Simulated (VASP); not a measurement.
Method: TPSS meta-GGA, VASP's PBE PAW potentials (set 64) (plane waves; VASP 6.6.1).

The input files of a VASP run:

KPOINTS_OPT:
```
k-points along high-symmetry lines
10
Line-mode
Reciprocal
  0.000000   0.000000   0.000000 ! GAMMA
 -0.500000  -0.500000   0.000000 ! X

 -0.500000  -0.500000   0.000000 ! X
 -0.375000  -0.375000   0.250000 ! U

 -0.375000  -0.000000   0.375000 ! K
  0.000000   0.000000   0.000000 ! GAMMA

  0.000000   0.000000   0.000000 ! GAMMA
 -0.000000  -0.000000   0.500000 ! L

 -0.000000  -0.000000   0.500000 ! L
 -0.500000  -0.250000   0.250000 ! W

 -0.500000  -0.250000   0.250000 ! W
 -0.500000  -0.500000   0.000000 ! X
```

File POSCAR:
```
GaSb
4.3665810
  0.0000000000   0.7071068496   0.7071068496
  0.7071068496   0.0000000000   0.7071068496
  0.7071068496   0.7071068496   0.0000000000
Ga Sb
1 1
direct
  0.0000000000   0.0000000000   0.0000000000
  0.2500000000   0.2500000000   0.2500000000
```

KPOINTS:
```
kpoints
0
gamma
 12 12 12
```

**INCAR**
```
# general
SYSTEM  = GaSb
PREC    = Accurate
ENCUT   = 520
LREAL   = .FALSE.
LASPH   = .TRUE.

# electronic loop
EDIFF   = 1E-7
NELM    = 100
ALGO    = Normal
LMAXMIX = 4
LMIXTAU = .TRUE.

# smearing
ISMEAR  = -5

# functional
METAGGA = TPSS

# ions
ISIF    = 2

# output
LWAVE   = .FALSE.
LCHARG  = .FALSE.
LORBIT  = 11
NEDOS   = 601
```

POTCAR, in this order: Ga_d Sb (PBE.64 set). Program: vasp_std.

Output of the run:

File OSZICAR:
```
       N       E                     dE             d eps       ncg     rms          rms(c)
DAV:   1     0.582084238744E+02    0.58208E+02   -0.88722E+03  1888   0.170E+03
DAV:   2    -0.183332004192E+02   -0.76542E+02   -0.74526E+02  2077   0.309E+02
DAV:   3    -0.235094380206E+02   -0.51762E+01   -0.51293E+01  2307   0.707E+01
DAV:   4    -0.235973251197E+02   -0.87887E-01   -0.87862E-01  2146   0.103E+01
DAV:   5    -0.235997573963E+02   -0.24323E-02   -0.24322E-02  2439   0.150E+00    0.334E+00
DAV:   6    -0.231409824442E+02    0.45877E+00   -0.22165E+00  2002   0.156E+01    0.208E+00
DAV:   7    -0.230666835358E+02    0.74299E-01   -0.18779E-01  2170   0.493E+00    0.100E+00
DAV:   8    -0.226794644404E+02    0.38722E+00   -0.44360E-01  1872   0.836E+00    0.414E-01
DAV:   9    -0.231607471777E+02   -0.48128E+00   -0.21986E-01  1872   0.631E+00    0.251E-01
DAV:  10    -0.231613086270E+02   -0.56145E-03   -0.50371E-03  2388   0.840E-01    0.136E-01
DAV:  11    -0.231887044770E+02   -0.27396E-01   -0.22805E-02  1872   0.125E+00    0.690E-02
DAV:  12    -0.231828322213E+02    0.58723E-02   -0.60473E-03  1987   0.793E-01    0.928E-02
DAV:  13    -0.231853064911E+02   -0.24743E-02   -0.26122E-04  1943   0.152E-01    0.867E-02
DAV:  14    -0.231817347143E+02    0.35718E-02   -0.40346E-04  1992   0.256E-01    0.852E-02
DAV:  15    -0.231911555653E+02   -0.94209E-02   -0.76379E-03  1872   0.846E-01    0.630E-02
DAV:  16    -0.231915692832E+02   -0.41372E-03   -0.40954E-04  2010   0.280E-01    0.368E-02
DAV:  17    -0.231915938316E+02   -0.24548E-04   -0.15510E-05  2052   0.426E-02    0.286E-02
DAV:  18    -0.231915859038E+02    0.79277E-05   -0.41542E-05  1882   0.651E-02    0.540E-03
DAV:  19    -0.231915911565E+02   -0.52527E-05   -0.12369E-05  2047   0.360E-02    0.759E-03
DAV:  20    -0.231915901462E+02    0.10103E-05   -0.25478E-06  1897   0.203E-02    0.418E-03
DAV:  21    -0.231916016416E+02   -0.11495E-04   -0.66334E-06  1967   0.230E-02    0.779E-03
DAV:  22    -0.231916030229E+02   -0.13812E-05   -0.21665E-06  1872   0.182E-02    0.423E-03
DAV:  23    -0.231916032202E+02   -0.19731E-06   -0.13976E-07  1984   0.383E-03    0.312E-03
DAV:  24    -0.231916035580E+02   -0.33782E-06   -0.64623E-07  1872   0.801E-03    0.747E-04
DAV:  25    -0.231916035878E+02   -0.29760E-07   -0.13272E-07  1991   0.346E-03
   1 F= -.23191604E+02 E0= -.23191604E+02  d E =0.000000E+00
       N       E                     dE             ncg
```

File OUTCAR:
```
------------------------ aborting loop because EDIFF is reached ----------------------------------------
  FORCE on cell =-STRESS in cart. coord.  units (eV):
  Direction    XX          YY          ZZ          XY          YZ          ZX
  --------------------------------------------------------------------------------------
  Total       -0.0163123     -0.0163123     -0.0163123      0.0000000      0.0000000      0.0000000
  in kB       -0.4439310     -0.4439310     -0.4439310      0.0000000      0.0000000      0.0000000
  external PRESSURE =      -0.4439310 kB  Pullay stress =       0.0000000 kB
  volume of cell :       58.87
      direct lattice vectors                 reciprocal lattice vectors
     0.000000000  3.087639335  3.087639335    -0.161936012  0.161936012  0.161936012
     3.087639335  0.000000000  3.087639335     0.161936012 -0.161936012  0.161936012
     3.087639335  3.087639335  0.000000000     0.161936012  0.161936012 -0.161936012
  FREE ENERGIE OF THE ION-ELECTRON SYSTEM (eV)
  ---------------------------------------------------
  free  energy   TOTEN  =       -23.1916035878 eV

  energy  without entropy=      -23.1916035878  energy(sigma->0) =      -23.19160359

 total charge

# of ion       s       p       d       tot
------------------------------------------
    1        0.895   0.726   9.966  11.587
    2        1.119   1.327   0.025   2.472
--------------------------------------------------
tot          2.014   2.053   9.991  14.058
```
(Selected blocks of OUTCAR.)

For a metal the tetrahedron method with Blöchl corrections gives inexact stress and forces.

The compound is GaSb in the zinc blende structure. It was relaxed first.
